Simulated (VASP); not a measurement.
Output of a VASP run:

**OSZICAR**
```
       N       E                     dE             d eps       ncg     rms          rms(c)
DAV:   1    -0.245539709654E+02   -0.24554E+02   -0.13156E-04   514   0.405E-02    0.127E-02
DAV:   2    -0.245539655499E+02    0.54155E-05   -0.20478E-05   468   0.183E-02    0.407E-03
DAV:   3    -0.245539623768E+02    0.31730E-05   -0.59104E-06   488   0.919E-03    0.207E-03
DAV:   4    -0.245539607300E+02    0.16469E-05   -0.17564E-06   378   0.518E-03    0.109E-03
DAV:   5    -0.245539599412E+02    0.78876E-06   -0.58984E-07   288   0.311E-03
   1 F= -.24553960E+02 E0= -.24553960E+02  d E =-.101556E-12
```

OUTCAR:
```
------------------------ aborting loop because EDIFF is reached ----------------------------------------
  FORCE on cell =-STRESS in cart. coord.  units (eV):
  Direction    XX          YY          ZZ          XY          YZ          ZX
  --------------------------------------------------------------------------------------
  Total        0.8285134     -2.1276277     -0.3070925      0.0000000      0.0000000      0.0000000
  in kB        1.6271130     -4.1784365     -0.6030973      0.0000000      0.0000000      0.0000000
  external PRESSURE =      -1.0514736 kB  Pullay stress =       0.0000000 kB
  volume of cell :      815.82
      direct lattice vectors                 reciprocal lattice vectors
     4.842886983  0.000000000  0.000000000     0.206488403  0.000000000  0.000000000
     0.000000000  6.848876062  0.000000000     0.000000000  0.146009358  0.000000000
     0.000000000  0.000000000 24.596243354     0.000000000  0.000000000  0.040656615
 POSITION                                       TOTAL-FORCE (eV/Angst)
 -----------------------------------------------------------------------------------
      0.00000      0.00000      8.75288         0.000000      0.000000      0.029847
      2.42144      3.42444     11.00959         0.000000      0.000000      0.016640
      0.00000      0.00000     13.58666         0.000000      0.000000     -0.016640
      2.42144      3.42444     15.84337         0.000000      0.000000     -0.029847
      2.42144      0.00000     11.02727         0.000000      0.000000      0.016010
      0.00000      3.42444      8.71056         0.000000      0.000000     -0.008555
      2.42144      0.00000     15.88568         0.000000      0.000000      0.008555
      0.00000      3.42444     13.56898         0.000000      0.000000     -0.016010
 -----------------------------------------------------------------------------------
    total drift:                                0.000000      0.000000      0.000000
  FREE ENERGIE OF THE ION-ELECTRON SYSTEM (eV)
  ---------------------------------------------------
  free  energy   TOTEN  =       -24.5539599412 eV

  energy  without entropy=      -24.5539599412  energy(sigma->0) =      -24.55395994

 total charge

# of ion       s       p       d       tot
------------------------------------------
    1        1.937   5.353   0.023   7.313
    2        1.938   5.354   0.025   7.317
    3        1.938   5.354   0.025   7.317
    4        1.937   5.353   0.023   7.313
    5        1.592   3.280   0.001   4.873
    6        1.592   3.268   0.001   4.861
    7        1.592   3.268   0.001   4.861
    8        1.592   3.280   0.001   4.873
--------------------------------------------------
tot         14.120  34.509   0.099  48.729
```
(Selected blocks of OUTCAR.)

### POSCAR
```
RbBr(110) slab
1
    4.8428869830     0.0000000000     0.0000000000
    0.0000000000     6.8488760621     0.0000000000
    0.0000000000     0.0000000000    24.5962433538
Rb Br
4 4
Direct
  0.0000000000   0.0000000000   0.3558622941
  0.5000000000   0.5000000000   0.4476125430
  0.0000000000   0.0000000000   0.5523874570
  0.5000000000   0.5000000000   0.6441377059
  0.5000000000   0.0000000000   0.4483313974
  0.0000000000   0.5000000000   0.3541420353
  0.5000000000   0.0000000000   0.6458579647
  0.0000000000   0.5000000000   0.5516686026
```

Problem. Write an INCAR and KPOINTS that could have produced this output.

Solution. One answer among several that fit: the input of the run itself, PBEsol GGA, plane waves, VASP's PBE PAW potentials (set 64).

INCAR:
```
! general
SYSTEM  = RbBr(110) slab
PREC    = Normal
ENCUT   = 400
LREAL   = F
LASPH   = T

! electronic loop
EDIFF   = 1E-6
NELM    = 100
NELMIN  = 4
ALGO    = Normal
LMAXMIX = 4

! smearing
ISMEAR  = 0
SIGMA   = 0.05

! functional
GGA     = PS

! output
LWAVE   = F
LCHARG  = F
LORBIT  = 11
LVHAR   = T

! other
LDIPOL  = T
IDIPOL  = 3
DIPOL   = 0.5 0.5 0.5
```

File KPOINTS:
```
Automatic
0
G
  4 3 1
```

POTCAR, in this order: Rb_sv Br (PBE.64 set). Program: vasp_std. Read from the step before: WAVECAR.

The cell is a thin slab with vacuum, built from RbBr (rock salt): (110) face.
